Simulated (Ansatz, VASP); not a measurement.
# Two plane-wave programs on Si3F4

```
Si F
1.0
     0.00000    3.83057    3.83057
     3.83057    0.00000    3.83057
     3.83057    3.83057    0.00000
Si F
3 4
Cartesian
  5.7459 5.7459 5.7459
  0.0000 0.0000 0.0000
  3.8306 3.8306 3.8306
  0.9133 0.9133 0.9133
  2.9173 2.9173 0.9133
  2.9173 0.9133 2.9173
  0.9133 2.9173 2.9173
```

Alike in both runs: functional PBE; k mesh 4 × 4 × 4; occupations gaussian, width 0.1 eV; no spin polarisation.

Ansatz relaxed the structure, and its values are those at the end. VASP's run is a single point on that final structure, the one shown.

|  | VASP | Ansatz |
| --- | --- | --- |
| version | VASP 6.6.1 | Ansatz 0.2.0 |
| potentials or method | VASP PAW PBE potentials, release 64 (Si, F) | scalar-relativistic, plane waves, PAW |
| plane-wave cutoff (eV) | 520 | 420 |
| valence electrons in the cell | 40 | 40 |

|  | VASP | Ansatz | Ansatz less VASP |
| --- | --- | --- | --- |
| gap on the k mesh at the Fermi level (eV) | none | none | - |
| pressure (GPa) | 0.4 | -0.1 | -0.47 |
| rms of the force components (eV/Å) | 0.106 | 0.002 | -0.1046 |

A gap of «none» marks a metal or a gap that the smearing closes. One of these differences is far larger than is usual between the two programs; its cause wasn't traced. The functional is the same, so the differences come from potentials, cutoffs and numerics.
